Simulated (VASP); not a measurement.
# A VASP study of Ruthenium (PBE + D3(BJ)): structure first, properties next, part 3 of 4

Aim: relax Ruthenium with PBE + D3(BJ), compute its properties on that cell and hold them against experiment. The start is a cell from a database of measured crystal structures.

VASP 6.6.1; PBE with D3(BJ); plane waves and PAW (Ru_pv).

So far. Step 4 (Density, ELF and potential (PBE + D3(BJ))): In this run the pressure is 0.03 GPa, small enough to go on; single stress components reach 0.05 GPa. Step 5 (Band structure (PBE + D3(BJ))): There is no gap at this level. The relaxed cell has a = 2.694, c = 4.266 Å (conventional setting).

**6. Density of states (PBE + D3(BJ))**

A density of states needs more k-points than a total energy, and tetrahedra (ISMEAR = -5) or a smearing that fits the mesh; LORBIT projects the states on the PAW spheres. The mesh is finer than in the run before.

INCAR

```
SYSTEM = Ru
PREC = Accurate
ENCUT = 400
EDIFF = 1E-06
NELM = 100
ISMEAR = -5
SIGMA = 0.2
LREAL = .FALSE.
ALGO = Normal
GGA = PE
IVDW = 12
NBANDS = 26
LASPH = .TRUE.
LORBIT = 11
LWAVE = .FALSE.
LCHARG = .FALSE.
KPAR = 2
NEDOS = 2001
```

POSCAR

```
Ru
1.0
    2.6936568683      0.0000000000      0.0000000000
   -1.3468284342      2.3327752771      0.0000000000
    0.0000000000      0.0000000000      4.2656651214
Ru
2
Direct
    0.3333333333      0.6666666667      0.2500000000
    0.6666666667      0.3333333333      0.7500000000
```

KPOINTS

```
Automatic mesh
0
Gamma
17 17 9
0 0 0
```

PAW data sets: Ru_pv (PBE family, release 64).

Launch:

```console
$ mpirun -np 2 vasp_std
```

Log:

```text
[... set-up lines as in an earlier step ...]
 entering main loop
       N       E                     dE             d eps       ncg     rms          rms(c)
DAV:   1     0.254221703551E+03    0.25422E+03   -0.14470E+04  8668   0.996E+02
DAV:   2    -0.137819744294E+02   -0.26800E+03   -0.25740E+03  9102   0.342E+02
DAV:   3    -0.197464154680E+02   -0.59644E+01   -0.59183E+01 11344   0.566E+01
DAV:   4    -0.197757572888E+02   -0.29342E-01   -0.29294E-01  9330   0.416E+00
DAV:   5    -0.197759152485E+02   -0.15796E-03   -0.15795E-03  8996   0.298E-01    0.183E+01
DAV:   6    -0.185425110583E+02    0.12334E+01   -0.19545E+00  8900   0.131E+01    0.496E+00
DAV:   7    -0.184528550794E+02    0.89656E-01   -0.15610E-01  9658   0.352E+00    0.114E+00
DAV:   8    -0.184444002229E+02    0.84549E-02   -0.66362E-03  8808   0.729E-01    0.175E-01
DAV:   9    -0.184443943796E+02    0.58433E-05   -0.32227E-04  9462   0.163E-01    0.365E-02
DAV:  10    -0.184443997709E+02   -0.53912E-05   -0.76642E-06  9026   0.232E-02    0.388E-03
DAV:  11    -0.184444013471E+02   -0.15763E-05   -0.18765E-07  5020   0.387E-03    0.678E-04
DAV:  12    -0.184444010082E+02    0.33892E-06   -0.22686E-08  4482   0.117E-03
   1 F= -.19709537E+02 E0= -.19709537E+02  d E =0.000000E+00
 -----------------------------------------------------------------------------
|                                                                             |
|           W    W    AA    RRRRR   N    N  II  N    N   GGGG   !!!           |
|           W    W   A  A   R    R  NN   N  II  NN   N  G    G  !!!           |
|           W    W  A    A  R    R  N N  N  II  N N  N  G       !!!           |
|           W WW W  AAAAAA  RRRRR   N  N N  II  N  N N  G  GGG   !            |
|           WW  WW  A    A  R   R   N   NN  II  N   NN  G    G                |
|           W    W  A    A  R    R  N    N  II  N    N   GGGG   !!!           |
|                                                                             |
|     Tetrahedron method does not include variations of the Fermi             |
|     occupations, so forces and stress will be inaccurate. We suggest        |
|     using a different smearing scheme ISMEAR = 1 or 2 for metals in         |
|     relaxations.                                                            |
|                                                                             |
 -----------------------------------------------------------------------------
```

Wall time 32 s (2 MPI ranks of Intel Xeon Platinum 8488C (Sapphire Rapids), shared host); peak memory 0.37 GiB.

OUTCAR, selected parts (step 6):

```text
   k-points           NKPTS =    165   k-points in BZ     NKDIM =    165   number of bands    NBANDS=     26

   NELECT =      28.0000    total number of electrons

 E-fermi :  13.0782

 k-point     1 :       0.0000    0.0000    0.0000
  band No.  band energies     occupation
    ...
     11      10.6014      2.00000
     12      11.1190      2.00000
     13      11.1190      2.00000
     14      11.6646      2.00000
     15      11.6646      2.00000
     16      14.2794     -0.45731
     17      14.2794      0.00000
     18      14.3810      0.00000
     19      23.4369      0.00000
     20      23.4753      0.00000
    ...

 Edisp (eV)   -1.26514

  Total       0.08584     0.08584    -0.16279    -0.00000     0.00000    -0.00000
  in kB       5.13115     5.13115    -9.73058    -0.00000     0.00000    -0.00000
  external pressure =        0.18 kB  Pullay stress =        0.00 kB

  FREE ENERGIE OF THE ION-ELECTRON SYSTEM (eV)
  ---------------------------------------------------
  free  energy   TOTEN  =       -19.7095369841 eV

  energy  without entropy=      -19.7095369841  energy(sigma->0) =      -19.70953698

[... 8 parts as in an earlier step ...]

[... 9 further parts left out ...]
```

With tetrahedra the forces and stress of a metal are not exact derivatives of the energy.

Numbers from this step:

* SCF cycles: 12
* irreducible k-points: 165
* free energy (TOTEN): -19.71 eV
* Fermi energy: 13.08 eV
* pressure: 0.01772 GPa
* DOS at the Fermi level, one point of the energy grid: 1.646 states/eV/cell

The density of states has structure finer than the step of the table below, so its rows give means over 0.5 eV, whole bins alone (the curve runs from -12.0 to 7.95 eV). Peaks (eV: height): total -2.85: 4.18, -2.27: 4.11, 1.34: 3.93, 1.63: 4.26; Ru d -2.85: 3.39, -2.27: 3.41, 1.34: 3.70, 1.63: 4.02; Ru p -4.47: 0.178, -3.74: 0.180, -2.93: 0.207, -1.53: 0.216; Ru s -5.94: 0.438, -4.54: 0.165, -2.34: 0.0786, 7.29: 0.0651.

States under -12.0 eV and over 8.0 eV are left out. Table of density of states by energy, zero at the Fermi level; means over each step; values in states/eV/cell:

```tsv
energy (eV)	total	Ru d	Ru p	Ru s
-8.5	0	0	0	0
-8.0	0.0214	0	2.4e-4	0.0130
-7.5	0.0908	6.4e-4	0.00237	0.0529
-7.0	0.150	0.00422	0.00665	0.0818
-6.5	0.366	0.117	0.0141	0.125
-6.0	2.14	1.27	0.0545	0.335
-5.5	3.17	2.09	0.0984	0.335
-5.0	2.20	1.51	0.0914	0.183
-4.5	2.64	1.92	0.131	0.123
-4.0	2.58	1.93	0.140	0.0671
-3.5	1.96	1.47	0.110	0.0541
-3.0	3.05	2.45	0.140	0.0505
-2.5	2.96	2.42	0.129	0.0508
-2.0	2.99	2.41	0.159	0.0526
-1.5	3.04	2.42	0.189	0.0463
-1.0	1.98	1.61	0.116	0.0244
-0.5	1.78	1.47	0.0954	0.0195
0.0	1.66	1.45	0.0617	0.0133
0.5	1.70	1.54	0.0409	0.0119
1.0	2.65	2.47	0.0401	0.0179
1.5	3.77	3.56	0.0452	0.0266
2.0	1.30	1.15	0.0485	0.0321
2.5	0.500	0.337	0.0630	0.0330
3.0	0.511	0.314	0.0814	0.0360
3.5	0.505	0.288	0.0932	0.0387
4.0	0.505	0.266	0.107	0.0385
4.5	0.466	0.229	0.110	0.0368
5.0	0.439	0.201	0.114	0.0345
5.5	0.425	0.183	0.118	0.0333
6.0	0.417	0.170	0.124	0.0322
6.5	0.436	0.169	0.136	0.0357
7.0	0.432	0.159	0.136	0.0413
7.5	0.451	0.152	0.144	0.0502
```

The finer mesh and the other smearing move the Fermi level by +0.08 eV from the 11×11×6 run, one measure of the sampling error in the zero of the bands above. Of the states within 0.3 eV of the Fermi level, the largest shares in the PAW spheres are Ru d 87 %. The rest lies in smaller channels or between the spheres.

**7. Vibrations at Γ (PBE + D3(BJ))**

Zone-centre modes test whether the atoms sit at a minimum within this cell. IBRION = 6 takes the force constants from differences of forces between displaced cells, so the forces must be tight.

INCAR

```
SYSTEM = Ru
PREC = Accurate
ENCUT = 400
EDIFF = 1E-08
NELM = 100
ISMEAR = 1
SIGMA = 0.2
LREAL = .FALSE.
ALGO = Normal
GGA = PE
IVDW = 12
NBANDS = 20
LASPH = .TRUE.
LORBIT = 11
LWAVE = .FALSE.
LCHARG = .FALSE.
KPAR = 2
IBRION = 6
NFREE = 2
POTIM = 0.015
ISIF = 2
NSW = 1
```

POSCAR is that of step 6.

KPOINTS

```
Automatic mesh
0
Gamma
16 16 9
0 0 0
```

Launch:

```console
$ mpirun -np 2 vasp_std
```

Log:

```text
[... set-up lines as in an earlier step ...]
 entering main loop
       N       E                     dE             d eps       ncg     rms          rms(c)
DAV:   1     0.247894048070E+03    0.24789E+03   -0.15451E+04  6036   0.129E+03
DAV:   2    -0.146988696646E+02   -0.26259E+03   -0.25494E+03  6208   0.415E+02
DAV:   3    -0.197430936533E+02   -0.50442E+01   -0.50096E+01  6832   0.644E+01
DAV:   4    -0.197835967684E+02   -0.40503E-01   -0.40452E-01  7804   0.551E+00
DAV:   5    -0.197842189824E+02   -0.62221E-03   -0.62062E-03  6684   0.563E-01    0.183E+01
DAV:   6    -0.185400295604E+02    0.12442E+01   -0.28599E+00  6868   0.170E+01    0.507E+00
DAV:   7    -0.184551116577E+02    0.84918E-01   -0.43236E-01  6940   0.522E+00    0.112E+00
DAV:   8    -0.184490205561E+02    0.60911E-02   -0.26104E-02  6684   0.107E+00    0.351E-01
DAV:   9    -0.184483108746E+02    0.70968E-03   -0.22916E-03  6756   0.525E-01    0.387E-02
DAV:  10    -0.184482996498E+02    0.11225E-04   -0.18889E-04  6748   0.138E-01    0.343E-02
DAV:  11    -0.184482955886E+02    0.40611E-05   -0.15226E-05  6900   0.372E-02    0.140E-03
DAV:  12    -0.184482953739E+02    0.21469E-06   -0.14416E-07  7012   0.349E-03    0.916E-04
DAV:  13    -0.184482953464E+02    0.27530E-07   -0.67526E-09  4492   0.846E-04    0.325E-04
DAV:  14    -0.184482953554E+02   -0.89717E-08   -0.40348E-10  4236   0.215E-04
   1 F= -.19713431E+02 E0= -.19714517E+02  d E =0.325776E-02
 Found     2 degrees of freedom:
 Finite differences POTIM= 0.01500 DOF=   2
 bond charge predicted
       N       E                     dE             d eps       ncg     rms          rms(c)
DAV:   1    -0.184421488979E+02    0.61464E-02   -0.10911E+00 31908   0.212E+01    0.115E-01
DAV:   2    -0.184474453557E+02   -0.52965E-02   -0.57884E-02 26036   0.224E+00    0.430E-02
DAV:   3    -0.184474052792E+02    0.40077E-04   -0.22156E-04 30532   0.162E-01    0.238E-02
DAV:   4    -0.184473834271E+02    0.21852E-04   -0.47914E-05 28544   0.112E-01    0.522E-03
DAV:   5    -0.184473830199E+02    0.40713E-06   -0.45284E-06 29820   0.261E-02    0.832E-04
DAV:   6    -0.184473830220E+02   -0.20359E-08   -0.86914E-08 30248   0.319E-03
   2 F= -.19712519E+02 E0= -.19713574E+02  d E =0.316622E-02
[...]
3 F= -.19712519E+02 E0= -.19713574E+02  d E =0.316624E-02
[...]
4 F= -.19711944E+02 E0= -.19713031E+02  d E =0.325983E-02
 Finite differences progress:
  Degree of freedom:   2/  2
  Displacement:        1/  2
  Total:               3/  4
 bond charge predicted
       N       E                     dE             d eps       ncg     rms          rms(c)
DAV:   1    -0.184272173421E+02    0.19594E-01   -0.37939E+00 11472   0.381E+01    0.196E-01
DAV:   2    -0.184473313143E+02   -0.20114E-01   -0.21164E-01  9360   0.423E+00    0.111E-01
DAV:   3    -0.184469799411E+02    0.35137E-03   -0.11686E-03 10944   0.300E-01    0.626E-02
DAV:   4    -0.184468285419E+02    0.15140E-03   -0.44407E-04 10268   0.242E-01    0.163E-02
DAV:   5    -0.184468118641E+02    0.16678E-04   -0.78093E-05 10560   0.905E-02    0.718E-03
DAV:   6    -0.184468109184E+02    0.94567E-06   -0.40833E-06 10520   0.286E-02    0.761E-04
DAV:   7    -0.184468109244E+02   -0.59968E-08   -0.15357E-07 10860   0.425E-03    0.349E-04
DAV:   8    -0.184468109275E+02   -0.30536E-08   -0.13007E-08  7040   0.844E-04
   5 F= -.19711944E+02 E0= -.19713031E+02  d E =0.325983E-02
 Finite differences progress:
  Degree of freedom:   2/  2
  Displacement:        2/  2
  Total:               4/  4
```

Elapsed: 2.8 min, on 2 MPI ranks; peak memory 0.82 GiB.

From OUTCAR (step 7):

```text
   k-points           NKPTS =    150   k-points in BZ     NKDIM =    150   number of bands    NBANDS=     20

   NELECT =      28.0000    total number of electrons

 Edisp (eV)   -1.26513

 E-fermi :  13.1012

 k-point     1 :       0.0000    0.0000    0.0000
  band No.  band energies     occupation
    ...
     11      10.6035      2.00000
     12      11.1185      2.00000
     13      11.1185      2.00000
     14      11.6713      2.00000
     15      11.6713      2.00000
     16      14.2839     -0.00000
     17      14.2839     -0.00000
     18      14.3827     -0.00000
     19      23.4435      0.00000
     20      23.4866      0.00000

 Edisp (eV)   -1.26513

  Total       0.11445     0.11445    -0.26478    -0.00000     0.00000     0.00000
  in kB       6.84117     6.84117   -15.82664    -0.00000     0.00000     0.00000
  external pressure =       -0.71 kB  Pullay stress =        0.00 kB

 POSITION                                       TOTAL-FORCE (eV/Angst)
 -----------------------------------------------------------------------------------
     -0.00000      1.55518      1.05142         0.000000      0.000000      0.198064
      1.34683      0.77759      3.19925        -0.000000     -0.000000     -0.198064
 -----------------------------------------------------------------------------------
    total drift:                               -0.000000     -0.000000     -0.000230

  FREE ENERGIE OF THE ION-ELECTRON SYSTEM (eV)
  ---------------------------------------------------
  free  energy   TOTEN  =       -19.7119440225 eV

  energy  without entropy=      -19.7152038531  energy(sigma->0) =      -19.71303063

 Eigenvectors and eigenvalues of the dynamical matrix
 ----------------------------------------------------

   1 f  =    7.991393 THz    50.211402 2PiTHz  266.564174 cm-1    33.049731 meV
             X         Y         Z           dx          dy          dz
     -0.000000  1.555184  1.066416    -0.000000    0.000000   -0.707107
      1.346828  0.777592  3.199249     0.000000    0.000000    0.707107

   2 f  =    6.260174 THz    39.333836 2PiTHz  208.816942 cm-1    25.889990 meV
             X         Y         Z           dx          dy          dz
     -0.000000  1.555184  1.066416    -0.207507    0.675974    0.000000
      1.346828  0.777592  3.199249     0.207507   -0.675974    0.000000

   3 f  =    6.260174 THz    39.333836 2PiTHz  208.816942 cm-1    25.889990 meV
             X         Y         Z           dx          dy          dz
     -0.000000  1.555184  1.066416     0.675974    0.207507   -0.000000
      1.346828  0.777592  3.199249    -0.675974   -0.207507    0.000000

   4 f  =    0.000000 THz     0.000000 2PiTHz    0.000000 cm-1     0.000000 meV
             X         Y         Z           dx          dy          dz
     -0.000000  1.555184  1.066416     0.000000    0.000000    0.707107
      1.346828  0.777592  3.199249    -0.000000    0.000000    0.707107

   5 f/i=    0.000000 THz     0.000000 2PiTHz    0.000001 cm-1     0.000000 meV
             X         Y         Z           dx          dy          dz
     -0.000000  1.555184  1.066416     0.695438   -0.127930    0.000000
      1.346828  0.777592  3.199249     0.695438   -0.127930    0.000000

   6 f/i=    0.000000 THz     0.000000 2PiTHz    0.000001 cm-1     0.000000 meV
             X         Y         Z           dx          dy          dz
     -0.000000  1.555184  1.066416     0.127930    0.695438    0.000000
      1.346828  0.777592  3.199249     0.127930    0.695438    0.000000

 ELASTIC MODULI CONTR FROM IONIC RELAXATION (kBar)
 Direction    XX          YY          ZZ          XY          YZ          ZX
 --------------------------------------------------------------------------------
 XX         -52.2365     52.2365      0.0000      0.0000     -0.0000     -0.0000
 YY          52.2365    -52.2365     -0.0000      0.0000      0.0000      0.0000
 ZZ           0.0000     -0.0000     -0.0000     -0.0000     -0.0000     -0.0000
 XY           0.0000      0.0000     -0.0000    -52.2365     -0.0000     -0.0000
 YZ          -0.0000      0.0000     -0.0000     -0.0000     -0.0000     -0.0000
 ZX          -0.0000      0.0000     -0.0000     -0.0000     -0.0000     -0.0000
 --------------------------------------------------------------------------------

[... 7 parts as in an earlier step ...]

[... 9 further parts left out ...]
```

The last energy, forces, stress and levels in OUTCAR belong to the last displaced cell, not to the cell of POSCAR.

Numbers from this step:

- bands: 20
- irreducible k-points: 150
- pressure of the cell: -0.1136 GPa
- largest force of the cell: 0 eV/Å

Modes at Γ:

```tsv
mode	frequency (cm⁻¹)	symmetry
1	0.0	acoustic
2	0.0	acoustic
3	0.0	acoustic
4	208.8	E2g
5	208.8	E2g
6	266.6	Bg
```

Displacements in mode 5 (208.8 cm⁻¹), the largest set to 1:
```
Ru1 -0.31  1.00  0.00
Ru2  0.31 -1.00  0.00
```

Displacements in mode 6 (266.6 cm⁻¹), the largest set to 1:
```
Ru1  0.00  0.00 -1.00
Ru2  0.00  0.00  1.00
```

The three acoustic modes come out at zero, and all others are real. By the characters of their eigenvectors the optical modes sort into (cm⁻¹) Raman active: E2g 209; silent: Bg 267. B labels carry no number here, since it depends on the setting of the axes. With a centre of inversion no mode is active in both.

(Part 3 of 4 ends here.)

[Lines on the potential files, build, host, timing and source positions are cut from VASP's logs without a mark.]

[Logs are printed without paths, hosts, clocks, repeated set-up lines and the standing remarks that a program may print on its own settings, such as how far it seeks lower states.]

[Hosts, paths, dates, database ids (printed as entryN), source tags and the programs' standing remarks are cut or masked in the printed files.]

[A measured line is paired with the nearest computed mode of its activity, which favours agreement.]

[In band tables of VASP the shares of atoms and orbitals are scaled to a sum of 1 inside the atoms' spheres.]
